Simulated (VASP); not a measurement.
Input for VASP

File KPOINTS:
```
K-points
0
gamma
5 5 5
```

### POSCAR
```
Al2B2N4
1
    3.9548637891     0.0000000000     0.0000000000
    0.0000000000     3.9548637891     0.0000000000
   -0.0000000000     0.0000000000     4.1261884207
B N Al
2 4 2
Direct
  0.0000000000   0.0000000000   0.0000000000
  0.5000000000   0.5000000000   0.0000000000
  0.2500000000   0.2500000000   0.2093068115
  0.7500000000   0.7500000000   0.2093068115
  0.7500000000   0.2500000000   0.7906931885
  0.2500000000   0.7500000000   0.7906931885
  0.5000000000   0.0000000000   0.5000000000
  0.0000000000   0.5000000000   0.5000000000
```

**INCAR**
```
# general
SYSTEM  =  Al2B2N4
PREC    =  Accurate
ENCUT   =  520   # plane-wave cut-off (eV)
LREAL   =  .False.
LASPH   =  .True.   # aspherical one-centre terms

# electronic loop
EDIFF   =  1E-6   # SCF stop (eV)
NELM    =  100
ALGO    =  Normal   # blocked Davidson

# smearing
ISMEAR  =  0   # Gaussian
SIGMA   =  0.05

# functional
GGA     =  PS   # PBEsol

# ions
IBRION  =  2
NSW     =  60   # most ionic steps
ISIF    =  3
EDIFFG  =  -0.02   # ionic stop

# output
LWAVE   =  .False.
LCHARG  =  .False.
```

POTCAR, in this order: B N Al (PBE.64 set). Program: vasp_std.

Q: Write an equivalent input for Ansatz.

A: One equivalent input (not run):
Ansatz 0.2 input:
```yaml
crystal:
  lattice:
    - [3.9548638, 0.0000000, 0.0000000]
    - [0.0000000, 3.9548638, 0.0000000]
    - [0.0000000, 0.0000000, 4.1261884]
  atoms:
    - { symbol: B, position: [0.0000000, 0.0000000, 0.0000000] }
    - { symbol: B, position: [0.5000000, 0.5000000, 0.0000000] }
    - { symbol: N, position: [0.2500000, 0.2500000, 0.2093068] }
    - { symbol: N, position: [0.7500000, 0.7500000, 0.2093068] }
    - { symbol: N, position: [0.7500000, 0.2500000, 0.7906932] }
    - { symbol: N, position: [0.2500000, 0.7500000, 0.7906932] }
    - { symbol: Al, position: [0.5000000, 0.0000000, 0.5000000] }
    - { symbol: Al, position: [0.0000000, 0.5000000, 0.5000000] }
kpoints:
  mp_grid: { grid: [5, 5, 5] }
hamiltonian:
  xc: pbesol
  pseudopotentials: { kind: paw }
scf:
  occupations: { method: gaussian, width: 0.05 }
  max_iter: 100
relax:
  max_steps: 60
  f_tol: 0.02
  cell: {}
output: { forces: true, stress: true, eigenvalues: true }
```
Limits of the translation: each code has its own PAW files, so the cut-off isn't converted (ENCUT is set for VASP's; basis.ecutwfc is left out, and Ansatz then takes the one that its files recommend); Ansatz stops its SCF on the density residual and VASP on the energy change (EDIFF).

The structure was generated: Al2B2N4 was put into an ordered model structure (P-4m2), which need not be its known phase. This run relaxes it. Symmetry was kept, so distortions that lower it aren't found. The start is the result of an earlier pass.
